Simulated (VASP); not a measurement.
# MoS2: the band gap, functional by functional, part 3 of 3

How does the band gap of MoS2 depend on the functional? The starting structure is a measured crystal structure from the Crystallography Open Database. The atoms were first relaxed with LDA in that cell, in a run that isn't shown, and the relaxed structure is the one below. Meshes and data sets differ where the inputs say so.

VASP 6.6.1.

Results so far: LDA 0.841 eV; PBE 0.925 eV; r2SCAN 0.992 eV; TB-mBJ 1.015 eV; LDA + spin-orbit coupling 0.835 eV; r2SCAN + spin-orbit coupling 0.985 eV.

The database entry behind the starting cell differs from later determinations by our own check (about 0.3 % long), so it need not match the best structure at ambient conditions.

**8. Bands with TB-mBJ + spin-orbit coupling**

Level of this step: TB-mBJ, spin-orbit coupling; plane waves and PAW (Mo_sv, S) (VASP).

File INCAR:

```
SYSTEM = MoS2
PREC = Accurate
ENCUT = 350
EDIFF = 1E-06
NELM = 150
ISMEAR = 0
SIGMA = 0.03
LREAL = .FALSE.
ALGO = Normal
METAGGA = MBJ
LASPH = .TRUE.
LNONCOLLINEAR = .TRUE.
MAGMOM = 0 0 0 0 0 0 0 0 0 0 0 0 0 0 0 0 0 0
NBANDS = 64
GGA_COMPAT = .FALSE.
LSORBIT = .TRUE.
LMAXMIX = 4
LORBIT = 11
LWAVE = .FALSE.
LCHARG = .FALSE.
KPAR = 16
```

File POSCAR:

```
MoS2
1.0
    3.1690000000      0.0000000000      0.0000000000
   -1.5845000000      2.7444345046      0.0000000000
    0.0000000000      0.0000000000     12.3240000000
Mo S
2 4
Direct
    0.6666666667      0.3333333333      0.7500000000
    0.3333333333      0.6666666667      0.2500000000
    0.6666666667      0.3333333333      0.3750242501
    0.3333333333      0.6666666667      0.8750242501
    0.6666666667      0.3333333333      0.1249757499
    0.3333333333      0.6666666667      0.6249757499
```

File KPOINTS:

```
Automatic mesh
0
Gamma
9 9 2
0 0 0
```

File KPOINTS_OPT:

```
Line mode
8
Line-mode
Reciprocal
  0.00000000   0.00000000   0.00000000 GAMMA
  0.50000000   0.00000000   0.00000000 M

  0.50000000   0.00000000   0.00000000 M
  0.33333333   0.33333333   0.00000000 K

  0.33333333   0.33333333   0.00000000 K
  0.00000000   0.00000000   0.00000000 GAMMA

  0.00000000   0.00000000   0.00000000 GAMMA
  0.00000000   0.00000000   0.50000000 A

  0.00000000   0.00000000   0.50000000 A
  0.50000000   0.00000000   0.50000000 L

  0.50000000   0.00000000   0.50000000 L
  0.33333333   0.33333333   0.50000000 H

  0.33333333   0.33333333   0.50000000 H
  0.00000000   0.00000000   0.50000000 A

  0.50000000   0.00000000   0.50000000 L
  0.50000000   0.00000000   0.00000000 M

  0.33333333   0.33333333   0.00000000 K
  0.33333333   0.33333333   0.50000000 H
```

The projector-augmented-wave data sets are Mo_sv and S (PBE family, release 64).

Run with:

```console
mpirun -np 16 vasp_ncl
```

Output:

```text
[... set-up lines as in an earlier step ...]
 entering main loop
       N       E                     dE             d eps       ncg     rms          rms(c)
DAV:   1     0.911223449725E+03    0.91122E+03   -0.24365E+04  3624   0.114E+03
DAV:   2     0.514318176241E+03   -0.39691E+03   -0.38380E+03  3728   0.342E+02
DAV:   3     0.492342139827E+03   -0.21976E+02   -0.21568E+02  3744   0.708E+01
DAV:   4     0.491700314395E+03   -0.64183E+00   -0.63724E+00  3928   0.112E+01
[...]
DAV:  58     0.499190745400E+03   -0.14560E-05   -0.17991E-10  1608   0.545E-05    0.297E-04
DAV:  59     0.499190739732E+03   -0.56685E-05   -0.94984E-11  1608   0.318E-05    0.180E-04
DAV:  60     0.499190739330E+03   -0.40137E-06   -0.85209E-11  1608   0.325E-05
   1 F= 0.49919074E+03 E0= 0.49919074E+03  d E =-.105385E-48  mag=    -0.0000     0.0000     0.0000
 Start KPOINTS_OPT (optional k-point list driver)
k-point batch [1-24\72]
       N       E                     dE             ncg
DAV:   1    -0.157599354461E+04   -0.27643E+05     3624
DAV:   2    -0.113557373229E+05   -0.97797E+04     3808
DAV:   3    -0.118812337457E+05   -0.52550E+03     3752
DAV:   4    -0.118965530449E+05   -0.15319E+02     4024
DAV:   5    -0.118969206903E+05   -0.36765E+00     3784
DAV:   6    -0.118969328829E+05   -0.12193E-01     4128
DAV:   7    -0.118969332345E+05   -0.35162E-03     3688
DAV:   8    -0.118969332466E+05   -0.12070E-04     3264
DAV:   9    -0.118969332472E+05   -0.59250E-06     2544
[...]
k-point batch [49-72\72]
       N       E                     dE             ncg
DAV:   1    -0.205044877815E+04   -0.36132E+05     3720
DAV:   2    -0.114553692778E+05   -0.94049E+04     3736
DAV:   3    -0.119497930735E+05   -0.49442E+03     3840
DAV:   4    -0.119619306640E+05   -0.12138E+02     3888
DAV:   5    -0.119622439838E+05   -0.31332E+00     3816
DAV:   6    -0.119622540268E+05   -0.10043E-01     3992
DAV:   7    -0.119622542940E+05   -0.26715E-03     3712
DAV:   8    -0.119622543024E+05   -0.84277E-05     3112
DAV:   9    -0.119622543028E+05   -0.42025E-06     2456
```

Elapsed: 2.7 min, on 16 MPI ranks of Intel Xeon Platinum 8488C (Sapphire Rapids), shared host; peak memory 8.3 GiB.

From OUTCAR (step 8):

```text
  Total      -64.2110540    -64.2110540    -70.3697344      0.0000000      0.0000000      0.0000000
  in kB     -959.8283686   -959.8283686  -1051.8884697      0.0000000      0.0000000      0.0000000
  external PRESSURE =    -990.5150689 kB  Pullay stress =       0.0000000 kB

 POSITION                                       TOTAL-FORCE (eV/Angst)
 -----------------------------------------------------------------------------------
      1.58450      0.91481      9.24300        -0.000000      0.000000      0.000000
     -0.00000      1.82962      3.08100         0.000000     -0.000000      0.000000
      1.58450      0.91481      4.62180        -0.000000      0.000000     -0.626419
     -0.00000      1.82962     10.78380        -0.000000      0.000000     -0.626419
      1.58450      0.91481      1.54020        -0.000000      0.000000      0.626419
     -0.00000      1.82962      7.70220         0.000000      0.000000      0.626419
 -----------------------------------------------------------------------------------
    total drift:                                0.000000     -0.000000      0.000000

  FREE ENERGIE OF THE ION-ELECTRON SYSTEM (eV)
  ---------------------------------------------------
  free  energy   TOTEN  =       499.1907393302 eV

  energy  without entropy=      499.1907393302  energy(sigma->0) =      499.19073933

 magnetization (x)
# of ion       s       p       d       tot
------------------------------------------
    1       -0.000   0.000  -0.000  -0.000
    2       -0.000  -0.000   0.000   0.000
    3       -0.000  -0.000   0.000  -0.000
    4        0.000  -0.000   0.000  -0.000
    5        0.000  -0.000   0.000  -0.000
    6        0.000  -0.000   0.000  -0.000
--------------------------------------------------
tot         -0.000  -0.000   0.000  -0.000

 magnetization (y)
# of ion       s       p       d       tot
------------------------------------------
    1       -0.000   0.000   0.000   0.000
    2        0.000  -0.000  -0.000  -0.000
    3        0.000   0.000   0.000   0.000
    4        0.000   0.000   0.000   0.000
    5        0.000   0.000   0.000   0.000
    6        0.000   0.000   0.000   0.000
--------------------------------------------------
tot          0.000  -0.000   0.000   0.000

[... 3 parts as in an earlier step ...]

[... 1 further part left out ...]
[key lines of the parts left out:]
E-fermi :   7.7660
```

TB-mBJ + spin-orbit coupling gives a least gap of 1.009 eV, and a least direct gap of 1.592 eV. The least gap is -0.007 eV from that of TB-mBJ.

**9. Bands with HSE06**

HSE06 mixes in a quarter of exact exchange at short range, at far higher cost; in semiconductors this cures much of the gap error, while metals seldom gain. This run uses a 5×5×2 mesh. Its starting orbitals come from a semilocal run on the same mesh, not shown.

File INCAR:

```
SYSTEM = MoS2
PREC = Accurate
ENCUT = 350
EDIFF = 1E-06
NELM = 100
ISMEAR = 0
SIGMA = 0.03
LREAL = .FALSE.
ALGO = Normal
LHFCALC = .TRUE.
AEXX = 0.25
GGA = PE
HFSCREEN = 0.2
LASPH = .TRUE.
NBANDS = 32
PRECFOCK = Fast
LORBIT = 11
LWAVE = .FALSE.
LCHARG = .FALSE.
KPAR = 4
```

POSCAR is that of step 8.

File KPOINTS:

```
Automatic mesh
0
Gamma
5 5 2
0 0 0
```

KPOINTS_OPT is that of step 8.

Run with:

```console
mpirun -np 16 vasp_std
```

Output:

```text
[banner, memory and clock lines left out]
running   16 mpi-ranks, on    1 nodes
[...]
[... a notice as in an earlier step ...]

 LDA part: xc-table for (Slater+PW92), standard interpolation
 found WAVECAR, reading the header
 POSCAR, INCAR and KPOINTS ok, starting setup
[...]
reading WAVECAR
 the WAVECAR file was read successfully
 initial charge from wavefunction
 entering main loop
       N       E                     dE             d eps       ncg     rms          rms(c)
DAV:   1    -0.524584181055E+02   -0.52458E+02   -0.22083E+00   656   0.915E+00    0.455E+00
DAV:   2    -0.524361336251E+02    0.22284E-01   -0.19326E-01   656   0.316E+00    0.332E+00
DAV:   3    -0.524432681896E+02   -0.71346E-02   -0.32122E-02   688   0.896E-01    0.201E+00
DAV:   4    -0.524396483836E+02    0.36198E-02   -0.71553E-03   680   0.603E-01    0.106E+00
[...]
DAV:   8    -0.524397315907E+02    0.14877E-04   -0.37648E-05   728   0.441E-02    0.104E-01
DAV:   9    -0.524397340895E+02   -0.24988E-05   -0.99675E-06   688   0.157E-02    0.559E-02
DAV:  10    -0.524397348283E+02   -0.73882E-06   -0.21880E-06   528   0.106E-02
   1 F= -.52439735E+02 E0= -.52439735E+02  d E =-.463597E-50
 Start KPOINTS_OPT (optional k-point list driver)
k-point batch [1-10\72]
       N       E                     dE             ncg
DAV:   1    -0.976260038683E+03   -0.10401E+05      760
DAV:   2    -0.538734082019E+04   -0.44111E+04      752
DAV:   3    -0.577212976369E+04   -0.38479E+03      728
DAV:   4    -0.579713453280E+04   -0.25005E+02      792
[...]
DAV:  11    -0.579893842301E+04   -0.82018E-05      496
DAV:  12    -0.579893842454E+04   -0.15256E-05      472
DAV:  13    -0.579893842484E+04   -0.29790E-06      480
[...]
k-point batch [71-72\72]
       N       E                     dE             ncg
DAV:   1     0.140033711212E+05   -0.37237E+04      152
DAV:   2     0.131616551889E+05   -0.84172E+03      152
DAV:   3     0.130921176921E+05   -0.69537E+02      144
DAV:   4     0.130881557863E+05   -0.39619E+01      152
[...]
DAV:   8     0.130879492040E+05   -0.85928E-04      128
DAV:   9     0.130879491969E+05   -0.71695E-05       96
DAV:  10     0.130879491963E+05   -0.61121E-06       96
```

It took 12 min on 16 MPI ranks; peak memory 4.7 GiB.

Parts of OUTCAR (step 9):

```text
 POSITION                                       TOTAL-FORCE (eV/Angst)
 -----------------------------------------------------------------------------------
      1.58450      0.91481      9.24300        -0.000000      0.000000     -0.000000
     -0.00000      1.82962      3.08100         0.000000     -0.000000     -0.000000
      1.58450      0.91481      4.62180         0.000000      0.000000     -0.112097
     -0.00000      1.82962     10.78380         0.000000     -0.000000     -0.112097
      1.58450      0.91481      1.54020        -0.000000      0.000000      0.112097
     -0.00000      1.82962      7.70220         0.000000     -0.000000      0.112097
 -----------------------------------------------------------------------------------
    total drift:                               -0.000010     -0.000007      0.000021

  FREE ENERGIE OF THE ION-ELECTRON SYSTEM (eV)
  ---------------------------------------------------
  free  energy   TOTEN  =       -52.4397348283 eV

  energy  without entropy=      -52.4397348283  energy(sigma->0) =      -52.43973483

[... 1 part as in an earlier step ...]

[... 2 further parts left out ...]
[key lines of the parts left out:]
E-fermi :   7.4708
```

HSE06 gives a least gap of 1.393 eV, and a least direct gap of 2.077 eV. The least gap is +0.551 eV from that of LDA, on another mesh, which alone can move a gap by some hundredths of an eV.

**10. Comparison**

| level | gap (eV) | least direct gap (eV) | mesh | core minutes |
| --- | --- | --- | --- | --- |
| LDA | 0.841 | 1.62 | 9×9×2 | 4.27 |
| PBE | 0.925 | 1.623 | 9×9×2 | 5.01 |
| r2SCAN | 0.992 | 1.735 | 9×9×2 | 14.1 |
| TB-mBJ | 1.015 | 1.638 | 9×9×2 | 19.5 |
| LDA + spin-orbit coupling | 0.835 | 1.586 | 9×9×2 | 11.2 |
| r2SCAN + spin-orbit coupling | 0.985 | 1.698 | 9×9×2 | 41.9 |
| TB-mBJ + spin-orbit coupling | 1.009 | 1.592 | 9×9×2 | 43.7 |
| HSE06 | 1.393 | 2.077 | 5×5×2 | 187.0 |

Core minutes are wall time times ranks of the run shown, on a shared host.

**11. Results**

| Item | Value |
| --- | --- |
| gap, LDA | 0.841 eV |
| gap, PBE | 0.925 eV |
| gap, r2SCAN | 0.992 eV |
| gap, TB-mBJ | 1.015 eV |
| gap, LDA + spin-orbit coupling | 0.835 eV |
| gap, r2SCAN + spin-orbit coupling | 0.985 eV |
| gap, TB-mBJ + spin-orbit coupling | 1.009 eV |
| gap, HSE06 | 1.393 eV |

What this shows: Without spin-orbit coupling the gap of MoS2 runs from 0.841 eV (LDA) to 1.393 eV (HSE06). HSE06 gives +0.47 eV from PBE, on another mesh, which alone can move a gap by some hundredths of an eV. TB-mBJ lies -0.38 eV from HSE06, on another mesh, which alone can move a gap by some hundredths of an eV. Spin-orbit coupling changes the LDA gap by -0.006 eV. Spin-orbit coupling changes the r2SCAN gap by -0.007 eV. Spin-orbit coupling changes the TB-mBJ gap by -0.007 eV. These are gaps between Kohn-Sham or generalised Kohn-Sham levels of a static lattice, without excitons or temperature. Further runs on this material are not shown.

[Lines on the potential files, build, host, timing and source positions are cut from VASP's logs without a mark.]

[Logs are printed without paths, hosts, clocks, repeated set-up lines and the standing remarks that a program may print on its own settings, such as how far it seeks lower states.]

[Hosts, paths, dates, database ids (printed as entryN), source tags and the programs' standing remarks are cut or masked in the printed files.]
